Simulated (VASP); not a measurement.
Consider the following.

```xyz
1
Lattice="-1.6171 1.6171 1.6171 1.6171 -1.6171 1.6171 1.6171 1.6171 -1.6171" Properties=species:S:1:pos:R:3 pbc="T T T"
Ta     0.0000     0.0000     0.0000
```

The numbers are results of PBEsol GGA, VASP's PBE PAW potentials (set 64) (plane waves; VASP), not measurements. Run with 500 eV cut-off, 16×16×16 Γ-centred mesh, first-order Methfessel-Paxton smearing of 0.10 eV, potentials Ta_pv.

Energy and stress use the plane-wave basis of the starting cell.

Task: The ions, cell shape and volume at an external pressure of 20.0 GPa are relaxed. Give the cell that the relaxation ends in.

Result: 
```xyz
1
Lattice="-1.5962 1.5962 1.5962 1.5962 -1.5962 1.5962 1.5962 1.5962 -1.5962" Properties=species:S:1:pos:R:3 pbc="T T T"
Ta     1.5962     1.5962     1.5962
```
Space group Im-3m (229), at a tolerance of 0.03 Å.

Task: How do energy and volume change from the first to the last step?

Result: The energy (σ→0) changes by +59.7 meV/atom and the volume by -3.8 %, in 4 ionic steps.

```json
[
 {"step": "1", "E(σ→0) (eV)": "-12.5229", "max force (eV/Å)": "0.000", "pressure (GPa)": "9.88", "volume (Å³)": "16.92"},
 {"step": "2", "E(σ→0) (eV)": "-12.0208", "max force (eV/Å)": "0.000", "pressure (GPa)": "60.99", "volume (Å³)": "14.43"},
 {"step": "3", "E(σ→0) (eV)": "-12.4665", "max force (eV/Å)": "0.000", "pressure (GPa)": "19.49", "volume (Å³)": "16.29"},
 {"step": "4", "E(σ→0) (eV)": "-12.4632", "max force (eV/Å)": "0.000", "pressure (GPa)": "19.94", "volume (Å³)": "16.27"}
]
```

The compound is Ta in the bcc structure. This run relaxes it under an external pressure of 20 GPa. Symmetry was kept, so distortions that lower it aren't found.
